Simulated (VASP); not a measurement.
# What goes wrong when the modes of PtSe2 are computed with a bad input, part 2 of 2

Some phonon runs on PtSe2 get a fault in the input on purpose. Which of them show, and how? The starting structure is a measured crystal structure from the Crystallography Open Database.

VASP 6.6.1.

Results so far: reference A2u 220.1 cm⁻¹; finite displacements, else as the reference A2u 220.1 cm⁻¹.

The database entry behind the starting cell is an old determination (1929), so it need not match the best structure at ambient conditions.

## (4) Modes with a k mesh far too coarse

Level of this step: LDA; plane waves and PAW (Pt, Se) (VASP).

A slip made on purpose: a k mesh far too coarse. Against step 2 the input has a 2×2×2 mesh (also changed: NELM and KPAR).

File INCAR:

```
SYSTEM = PtSe2
PREC = Accurate
ENCUT = 450
EDIFF = 1E-08
NELM = 60
ISMEAR = 0
SIGMA = 0.05
LREAL = .FALSE.
ALGO = Normal
GGA = CA
NBANDS = 17
LORBIT = 11
LWAVE = .FALSE.
LCHARG = .FALSE.
IBRION = 8
ISIF = 2
```

File POSCAR:

```
PtSe2
1.0
    3.7471221289      0.0000000000      0.0000000000
   -1.8735610644      3.2451029547      0.0000000000
    0.0000000000      0.0000000000      4.7530602970
Pt Se
1 2
Direct
    0.0000000000      0.0000000000      0.0000000000
    0.6666666667      0.3333333333      0.7348302037
    0.3333333333      0.6666666667      0.2651697963
```

File KPOINTS:

```
Automatic mesh
0
Gamma
2 2 2
0 0 0
```

The projector-augmented-wave data sets are Pt and Se (LDA family, release 64).

Launch:

```
$ mpirun -np 4 vasp_std
```

The program printed:

```text
[banner, memory and clock lines left out]
running    4 mpi-ranks, on    1 nodes
[...]
LDA part: xc-table for (Slater(with rela. corr.)+CA(PZ))
 , standard interpolation
|                                                                             |
|           W    W    AA    RRRRR   N    N  II  N    N   GGGG   !!!           |
|           W    W   A  A   R    R  NN   N  II  NN   N  G    G  !!!           |
|           W    W  A    A  R    R  N N  N  II  N N  N  G       !!!           |
|           W WW W  AAAAAA  RRRRR   N  N N  II  N  N N  G  GGG   !            |
|           WW  WW  A    A  R   R   N   NN  II  N   NN  G    G                |
|           W    W  A    A  R    R  N    N  II  N    N   GGGG   !!!           |
|                                                                             |
|     The number of bands has been changed from the values supplied in        |
|     The orbitals not found in the WAVECAR file will be initialized with     |
|     random numbers, which is usually adequate. For correlated               |
[...]
RMM:   9    -0.776245122125E-01    0.30965E-06   -0.17991E-07   575   0.954E-05    0.638E-05
RMM:  10    -0.776243016370E-01    0.21058E-06   -0.41362E-08   580   0.496E-05    0.596E-06
RMM:  11    -0.776242938992E-01    0.77378E-08    0.19929E-08   592   0.369E-05    0.149E-06
 first order change of Fermi-energy   0.42782E-06
 force on displaced ion       2 direction 1 :  -3.243  -0.009   0.000
 Linear response progress:
  Degree of freedom:   4/  4
       N       E                     dE             d eps       ncg     rms          rms(c)
RMM:   1    -0.904712792751E-01   -0.90471E-01    0.72565E-02   357   0.122E+00
RMM:   2    -0.891218464889E-01    0.13494E-02   -0.13402E-03   262   0.193E-01    0.152E-01
RMM:   3    -0.888685407344E-01    0.25331E-03   -0.78995E-05   274   0.388E-02    0.925E-02
RMM:   4    -0.887286001939E-01    0.13994E-03   -0.38643E-05   278   0.310E-02    0.351E-02
[...]
RMM:   9    -0.887188627106E-01    0.23108E-06    0.28890E-08   287   0.119E-04    0.487E-05
RMM:  10    -0.887188593845E-01    0.33262E-08    0.10689E-07   289   0.674E-05    0.706E-06
RMM:  11    -0.887188615098E-01   -0.21253E-08    0.24174E-08   303   0.461E-05    0.360E-06
 first order change of Fermi-energy   0.16294E+01
 force on displaced ion       2 direction 3 :  -0.000   0.000 -12.551
 Linear response finished
```

Wall time 22 s (4 MPI ranks of AMD EPYC 7R43, shared host); peak memory 0.4 GiB.

From OUTCAR (step 4):

```text
  Total       -0.0841729     -0.0841729     -0.3663907     -0.0000000      0.0000000     -0.0000000
  in kB       -2.3333666     -2.3333666    -10.1567637     -0.0000000      0.0000000     -0.0000000
  external PRESSURE =      -4.9411657 kB  Pullay stress =       0.0000000 kB

 POSITION                                       TOTAL-FORCE (eV/Angst)
 -----------------------------------------------------------------------------------
      0.00000      0.00000      0.00000         0.000000      0.000000      0.000000
      1.87356      1.08170      3.49269        -0.000000      0.000000      1.347343
     -0.00000      2.16340      1.26037         0.000000     -0.000000     -1.347343
 -----------------------------------------------------------------------------------
    total drift:                                0.000000     -0.000000      0.000000

[... 1 part as in an earlier step ...]

[... 1 further part left out ...]
```

With a k mesh far too coarse the modes are Eu 266.8, A1g 242.6, A2u 223.4, Eg -130.5 cm⁻¹; Eg, real with the reference, turns imaginary. Imaginary, given as negative numbers: Eg.

## (5) Modes with a structure that was not relaxed

A slip made on purpose: a structure that was not relaxed. Against step 2 the input has another starting structure (also changed: NELM).

INCAR, as its differences from that of step 4:

```diff
@@ -14,2 +14,3 @@
 LCHARG = .FALSE.
+KPAR = 4
 IBRION = 8
```

File POSCAR:

```
PtSe2
1.0
    3.7310000000      0.0000000000      0.0000000000
   -1.8655000000      3.2311407815      0.0000000000
    0.0000000000      0.0000000000      5.0720000000
Pt Se
1 2
Direct
    0.0000000000      0.0000000000      0.0000000000
    0.6666666667      0.3333333333      0.7500000000
    0.3333333333      0.6666666667      0.2500000000
```

File KPOINTS:

```
Automatic mesh
0
Gamma
10 10 8
0 0 0
```

Launch:

```
$ mpirun -np 4 vasp_std
```

The program printed:

```text
[... set-up lines as in an earlier step ...]
 entering main loop
       N       E                     dE             d eps       ncg     rms          rms(c)
DAV:   1     0.967116191235E+02    0.96712E+02   -0.93657E+03  3300   0.101E+03
DAV:   2    -0.135997807221E+02   -0.11031E+03   -0.10737E+03  4031   0.206E+02
DAV:   3    -0.178823742293E+02   -0.42826E+01   -0.42479E+01  3859   0.411E+01
DAV:   4    -0.179142669630E+02   -0.31893E-01   -0.31881E-01  4118   0.384E+00
[...]
DAV:  12    -0.170590731450E+02    0.11439E-05   -0.52498E-06  3735   0.152E-02    0.409E-03
DAV:  13    -0.170590729652E+02    0.17979E-06   -0.81681E-07  3807   0.729E-03    0.152E-03
DAV:  14    -0.170590729611E+02    0.41100E-08   -0.84934E-08  3925   0.223E-03
   1 F= -.17059073E+02 E0= -.17058406E+02  d E =-.133345E-02
 Linear response reoptimize wavefunctions to high precision
DAV:   1    -0.170590729609E+02    0.13119E-09   -0.81652E-09  3455   0.719E-04
DAV:   2    -0.170590729609E+02   -0.15461E-10   -0.15447E-10  1828   0.844E-05
 Linear response DOF=           4
 Linear response progress:
[...]
RMM:  10    -0.765516014910E-01    0.77136E-07   -0.92102E-08 25179   0.523E-05    0.262E-06
RMM:  11    -0.765516280001E-01   -0.26509E-07   -0.84760E-08 24600   0.429E-05    0.123E-06
RMM:  12    -0.765516325478E-01   -0.45476E-08   -0.62518E-08 21408   0.413E-05    0.395E-07
 first order change of Fermi-energy  -0.62846E-05
 force on displaced ion       2 direction 1 :  -8.060  -0.000   0.001
 Linear response progress:
  Degree of freedom:   4/  4
       N       E                     dE             d eps       ncg     rms          rms(c)
RMM:   1    -0.937205023126E-01   -0.93721E-01    0.52141E-02  7433   0.149E+00
RMM:   2    -0.918482409449E-01    0.18723E-02   -0.17020E-03  5034   0.245E-01    0.149E-01
RMM:   3    -0.916695807582E-01    0.17866E-03   -0.23806E-04  5436   0.747E-02    0.995E-02
RMM:   4    -0.915450426734E-01    0.12454E-03   -0.56603E-05  5384   0.482E-02    0.542E-02
[...]
RMM:  10    -0.915150816997E-01   -0.20209E-07   -0.20147E-09  5733   0.765E-05    0.101E-05
RMM:  11    -0.915150961498E-01   -0.14450E-07    0.41868E-08  5841   0.519E-05    0.263E-06
RMM:  12    -0.915150881202E-01    0.80296E-08   -0.14220E-08  5329   0.471E-05    0.645E-07
 first order change of Fermi-energy   0.84594E+00
 force on displaced ion       2 direction 3 :   0.000  -0.000  -9.505
 Linear response finished
```

Elapsed: 5.8 min, on 4 MPI ranks; peak memory 3.4 GiB.

OUTCAR, selected parts (step 5):

```text
  Total       -0.1874197     -0.1874197     -0.5806755      0.0000000      0.0000000      0.0000000
  in kB       -4.9109491     -4.9109491    -15.2154128      0.0000000      0.0000000      0.0000000
  external PRESSURE =      -8.3457704 kB  Pullay stress =       0.0000000 kB

 POSITION                                       TOTAL-FORCE (eV/Angst)
 -----------------------------------------------------------------------------------
      0.00000      0.00000      0.00000         0.000000      0.000000     -0.000000
      1.86550      1.07705      3.80400        -0.000000      0.000000     -0.141519
     -0.00000      2.15409      1.26800        -0.000000     -0.000000      0.141519
 -----------------------------------------------------------------------------------
    total drift:                               -0.000000     -0.000000     -0.000000

[... 1 part as in an earlier step ...]

[... 1 further part left out ...]
```

With a structure that was not relaxed the modes are A2u 222.7, Eu 218.1, A1g 195.1, Eg 171.0 cm⁻¹; the largest shift is -11.8 cm⁻¹, in A1g, from the reference.

## (6) Modes with low precision and real-space projectors

A slip made on purpose: low precision and real-space projectors. Against step 2 the input has PREC = Low, LREAL = Auto, IBRION = 6, NFREE = 2 and POTIM = 0.015 (also changed: NELM and NSW).

File INCAR:

```
SYSTEM = PtSe2
PREC = Low
ENCUT = 450
EDIFF = 1E-08
NELM = 60
ISMEAR = 0
SIGMA = 0.05
LREAL = Auto
ALGO = Normal
GGA = CA
NBANDS = 17
LORBIT = 11
LWAVE = .FALSE.
LCHARG = .FALSE.
KPAR = 4
IBRION = 6
NFREE = 2
POTIM = 0.015
NSW = 1
ISIF = 2
```

File POSCAR:

```
PtSe2
1.0
    3.7471221289      0.0000000000      0.0000000000
   -1.8735610644      3.2451029547      0.0000000000
    0.0000000000      0.0000000000      4.7530602970
Pt Se
1 2
Direct
    0.0000000000      0.0000000000      0.0000000000
    0.6666666667      0.3333333333      0.7348302037
    0.3333333333      0.6666666667      0.2651697963
```

KPOINTS is that of step 5.

Launch:

```
$ mpirun -np 4 vasp_std
```

The program printed:

```text
[banner, memory and clock lines left out]
running    4 mpi-ranks, on    1 nodes
[...]
|                                                                             |
|               ----> ADVICE to this user running VASP <----                  |
|                                                                             |
|     You have a (more or less) 'small supercell' and for smaller cells       |
|     it is recommended to use the reciprocal-space projection scheme!        |
|     The real-space optimization is not efficient for small cells and it     |
|     is also less accurate ...                                               |
|     Therefore, set LREAL=.FALSE. in the INCAR file.                         |
|                                                                             |

 LDA part: xc-table for (Slater(with rela. corr.)+CA(PZ))
 , standard interpolation
 POSCAR, INCAR and KPOINTS ok, starting setup
[...]
entering main loop
       N       E                     dE             d eps       ncg     rms          rms(c)
DAV:   1     0.967220442134E+02    0.96722E+02   -0.93941E+03  3308   0.102E+03
DAV:   2    -0.137747204190E+02   -0.11050E+03   -0.10752E+03  4063   0.207E+02
DAV:   3    -0.178947522021E+02   -0.41200E+01   -0.40764E+01  3836   0.407E+01
DAV:   4    -0.179248339006E+02   -0.30082E-01   -0.30067E-01  4200   0.369E+00
[...]
DAV:  12    -0.171293665004E+02    0.11749E-05   -0.39273E-06  3677   0.155E-02    0.353E-03
DAV:  13    -0.171293663629E+02    0.13745E-06   -0.62589E-07  3882   0.632E-03    0.142E-03
DAV:  14    -0.171293663576E+02    0.53519E-08   -0.72225E-08  3692   0.206E-03
   1 F= -.17129366E+02 E0= -.17128674E+02  d E =-.138390E-02
[... from here on, the cycles between the ionic steps are left out ...]
   2 F= -.17127011E+02 E0= -.17126317E+02  d E =-.138821E-02
   3 F= -.17127011E+02 E0= -.17126317E+02  d E =-.138821E-02
   4 F= -.17127012E+02 E0= -.17126317E+02  d E =-.138833E-02
   5 F= -.17127012E+02 E0= -.17126317E+02  d E =-.138833E-02
   6 F= -.17132189E+02 E0= -.17131502E+02  d E =-.137400E-02
   7 F= -.17132194E+02 E0= -.17131507E+02  d E =-.137396E-02
   8 F= -.17130882E+02 E0= -.17130224E+02  d E =-.131444E-02
   9 F= -.17128786E+02 E0= -.17128080E+02  d E =-.141367E-02
 Finite differences progress:
  Degree of freedom:   4/  4
  Displacement:        2/  2
  Total:               8/  8
```

Wall time 2.7 min (4 MPI ranks); peak memory 1.6 GiB.

From OUTCAR (step 6):

```text
  Total        0.0958297      0.0958297     -0.5230802      0.0000000      0.0000000     -0.0000000
  in kB        2.6565083      2.6565083    -14.5003738      0.0000000      0.0000000     -0.0000000
  external PRESSURE =      -3.0624524 kB  Pullay stress =       0.0000000 kB

 POSITION                                       TOTAL-FORCE (eV/Angst)
 -----------------------------------------------------------------------------------
      0.00000      0.00000      0.00000        -0.000000      0.000000     -0.060796
      1.87356      1.08170      3.47769         0.000000      0.000000      0.223894
     -0.00000      2.16340      1.26037         0.000000     -0.000000     -0.163098
 -----------------------------------------------------------------------------------
    total drift:                               -0.000000      0.000001     -0.164176

  FREE ENERGIE OF THE ION-ELECTRON SYSTEM (eV)
  ---------------------------------------------------
  free  energy   TOTEN  =       -17.1287864807 eV

  energy  without entropy=      -17.1273728091  energy(sigma->0) =      -17.12807964

[... 2 parts as in an earlier step ...]

[... 1 further part left out ...]
[key lines of the parts left out:]
E-fermi :   7.0424
```

Three frequencies should lie near zero, those of the translations, and here fewer than three do (the smallest in size are -24.4, -39.5 and -39.5 cm⁻¹), so no mode of this run is used. As printed, the frequencies run from -121.4 to 205.6 cm⁻¹, imaginary ones as negative numbers.

## (7) Modes with perturbation theory asked for with a meta-GGA

A slip made on purpose: perturbation theory asked for with a meta-GGA. Against step 2 the input has METAGGA = R2SCAN, LASPH = .TRUE. and no GGA (also changed: NELM).

File INCAR:

```
SYSTEM = PtSe2
PREC = Accurate
ENCUT = 450
EDIFF = 1E-08
NELM = 60
ISMEAR = 0
SIGMA = 0.05
LREAL = .FALSE.
ALGO = Normal
NBANDS = 17
LORBIT = 11
LWAVE = .FALSE.
LCHARG = .FALSE.
KPAR = 4
IBRION = 8
ISIF = 2
METAGGA = R2SCAN
LASPH = .TRUE.
```

POSCAR is that of step 6.

KPOINTS is that of step 6.

Launch:

```
$ mpirun -np 4 vasp_std
```

The program printed:

```text
[banner, memory and clock lines left out]
running    4 mpi-ranks, on    1 nodes
[...]
|                                                                             |
|               ----> ADVICE to this user running VASP <----                  |
|                                                                             |
|     You enforced a specific xc type in the INCAR file but a different       |
|     [... a line on the potential file left out ...]
|     I HOPE YOU KNOW WHAT YOU ARE DOING!                                     |
|                                                                             |

 LDA part: xc-table for (None), standard interpolation
 POSCAR, INCAR and KPOINTS ok, starting setup
[...]
entering main loop
       N       E                     dE             d eps       ncg     rms          rms(c)
DAV:   1    -0.152723157213E+04   -0.15272E+04   -0.96563E+03  3292   0.105E+03
DAV:   2    -0.164116368825E+04   -0.11393E+03   -0.11089E+03  4056   0.213E+02
[...]
1 F= -.16395233E+04 E0= -.16395229E+04  d E =-.769079E-03
|                                                                             |
|     EEEEEEE  RRRRRR   RRRRRR   OOOOOOO  RRRRRR      ###     ###     ###     |
|     E        R     R  R     R  O     O  R     R     ###     ###     ###     |
|     E        R     R  R     R  O     O  R     R     ###     ###     ###     |
|     EEEEE    RRRRRR   RRRRRR   O     O  RRRRRR       #       #       #      |
|     E        R   R    R   R    O     O  R   R                               |
|     E        R    R   R    R   O     O  R    R      ###     ###     ###     |
|     EEEEEEE  R     R  R     R  OOOOOOO  R     R     ###     ###     ###     |
|                                                                             |
|     You have switched on METAGGA and linear-response routines. This         |
|     combination is currently not supported. If you have selected            |
|     LEPSILON=.TRUE., you can try using LCALCEPS=.TRUE. instead. In all      |
|     other cases, VASP will stop. SOOO sorry...                              |
|                                                                             |
|       ---->  I REFUSE TO CONTINUE WITH THIS SICK JOB ... BYE!!! <----       |
|                                                                             |

1
1
1
1
```

Elapsed: 2.3 min, on 4 MPI ranks.

VASP stopped with this message: “You have switched on METAGGA and linear-response routines. This combination is currently not supported. If you have selected LEPSILON=.TRUE., you can try using LCALCEPS=.TRUE. instead”.

## (8) The runs compared

```tsv
run	ended	A2u	Eu	A1g	Eg	imaginary modes, each partner counted	method	core minutes
reference	converged	220.1	218.6	206.9	164.4	0	perturbation theory	23.5
finite displacements, else as the reference	converged	220.1	218.6	207.0	164.4	0	finite displacements	16.5
a k mesh far too coarse	converged	223.4	266.8	242.6	-130.5	2	perturbation theory	1.47
a structure that was not relaxed	converged	222.7	218.1	195.1	171.0	0	perturbation theory	23.1
low precision and real-space projectors	finished, not usable	-	-	-	-	-	finite displacements	10.7
perturbation theory asked for with a meta-GGA	stopped by VASP	-	-	-	-	-	perturbation theory	9.33
```

Modes are in cm⁻¹, degenerate ones as one, matched between runs by symmetry and order. A number in brackets counts the listed modes of one symmetry from the lowest. The symmetry labels come from an automatic analysis and can be wrong where levels nearly coincide. Core minutes are wall time times ranks of the run shown, on a shared host.

## (9) Results

| Item | Value |
| --- | --- |
| A2u, reference | 220.1 cm⁻¹ |
| Eg, reference | 164.4 cm⁻¹ |
| A2u, finite displacements, else as the reference | 220.1 cm⁻¹ |
| Eg, finite displacements, else as the reference | 164.4 cm⁻¹ |
| A2u, a k mesh far too coarse | 223.4 cm⁻¹ |
| Eg, a k mesh far too coarse | -130.5 cm⁻¹ |
| A2u, a structure that was not relaxed | 222.7 cm⁻¹ |
| Eg, a structure that was not relaxed | 171.0 cm⁻¹ |
| run with low precision and real-space projectors | finished, not usable |
| run with perturbation theory asked for with a meta-GGA | stopped by VASP |

**Reading.** VASP stopped by itself in the run with perturbation theory asked for with a meta-GGA. Finished, but so rough that the translations don't all come out near zero: low precision and real-space projectors. Finished, but with signs in the output that stand out against the reference: a k mesh far too coarse, with Eg turned imaginary (signs: a pressure of -0.5 GPa on the undisplaced cell, forces of up to 1.35 eV/Å on the undisplaced atoms and imaginary modes); a structure that was not relaxed, with modes off by up to -12 cm⁻¹, in A1g (signs: a pressure of -0.8 GPa on the undisplaced cell and forces of up to 0.14 eV/Å on the undisplaced atoms). Runs with finite displacements are held against the sound run of that kind. Further runs on this material are not shown.

[Lines on the potential files, build, host, timing and source positions are cut from VASP's logs without a mark.]

[Logs are printed without paths, hosts, clocks, repeated set-up lines and the standing remarks that a program may print on its own settings, such as how far it seeks lower states.]

[Hosts, paths, dates, database ids (printed as entryN), source tags and the programs' standing remarks are cut or masked in the printed files.]
